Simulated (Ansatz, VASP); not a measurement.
## TiW2C3: VASP beside Ansatz

Contents of INCAR:

```
SYSTEM = TiW2C3
PREC     = Accurate       ! precision mode
ENCUT    = 600            ! plane-wave cutoff, eV
EDIFF    = 1E-7           ! SCF threshold, eV
ISMEAR   = 0              ! smearing method
SIGMA    = 0.1            ! smearing width, eV
LREAL    = .False.        ! projectors in reciprocal space
LASPH    = .True.         ! aspherical terms in the spheres
NELM     = 80             ! most SCF steps
ALGO     = Normal         ! electronic algorithm
ISIF     = 3              ! what is computed and relaxed
LWAVE    = .False.        ! write WAVECAR
LCHARG   = .False.        ! write CHGCAR
GGA      = PE             ! functional
IBRION   = 2              ! ionic algorithm
NSW      = 90             ! ionic steps
EDIFFG   = -0.04          ! ionic threshold
```

The input KPOINTS:

```
regular mesh
0
Gamma
  6 6 2
  0 0 0
```

Contents of POSCAR:

```
TiW2C3
1.0
    3.4533673300      0.0000000000      0.0000000000
   -1.7266836700      2.9907038400      0.0000000000
    0.0000000000      0.0000000000      8.4589878600
Ti W C
1 2 3
Direct
    0.0000000000      0.0000000000      0.0000000000
    0.3333333300      0.6666666700      0.3333333300
    0.6666666700      0.3333333300      0.6666666700
    0.3333333300      0.6666666700      0.8333333300
    0.6666666700      0.3333333300      0.1666666700
    0.0000000000      0.0000000000      0.5000000000
```

Input for Ansatz:

```yaml
crystal:
  lattice:
    - [3.45336733, 0.0, 0.0]
    - [-1.72668367, 2.99070384, 0.0]
    - [0.0, 0.0, 8.45898786]
  atoms:
    - { symbol: Ti, position: [0.0, 0.0, 0.0] }
    - { symbol: W, position: [0.33333333, 0.66666667, 0.33333333] }
    - { symbol: W, position: [0.66666667, 0.33333333, 0.66666667] }
    - { symbol: C, position: [0.33333333, 0.66666667, 0.83333333] }
    - { symbol: C, position: [0.66666667, 0.33333333, 0.16666667] }
    - { symbol: C, position: [0.0, 0.0, 0.5] }
basis:
  ecutwfc: 420
kpoints:
  mp_grid: { grid: [6, 6, 2] }
hamiltonian:
  xc: pbe
scf:
  occupations: { method: gaussian, width: 0.1 }
  lower_state_search: "off"
output:
  forces: true
  stress: true
  eigenvalues: true
relax:
  adjacent_minimum: "off"
  f_tol: 0.04
  max_steps: 70
  cell: { stress_tol: 0.4 }
```

Alike in both runs: task relaxation of cell and atoms; functional PBE; k mesh 6 × 6 × 2; occupations gaussian, width 0.1 eV; no spin polarisation.

```csv
,VASP,Ansatz
version,VASP 6.6.1,Ansatz 0.2.0
potentials or method,"VASP PAW PBE potentials, release 64 (Ti_sv, W_sv, C)","scalar-relativistic, plane waves, PAW"
plane-wave cutoff (eV),600,420
valence electrons in the cell,52,52
```

Ansatz gave:

```
gap on the k mesh at the Fermi level, each at its own relaxed structure (eV) : none
relaxed volume (Å³/atom)                                                     : 10.35
relaxed cell length with the largest relative difference (Å)                 : 3.054
energy change over the relaxation (meV/atom)                                 : -962
```

Q: Which values does VASP return?

A: gap on the k mesh at the Fermi level, each at its own relaxed structure (eV): none; relaxed volume (Å³/atom): 10.37; relaxed cell length with the largest relative difference (Å): 3.057; energy change over the relaxation (meV/atom): -954.

A gap of «none» marks a metal or a gap that the smearing closes.

Caveats: the k mesh is coarse (spacing up to 0.37 Å⁻¹), so the values aren't converged; the volume moved by over 15 % at a fixed basis, so the end points are rough (VASP). Spin-orbit coupling is left out, which matters for the levels of W.
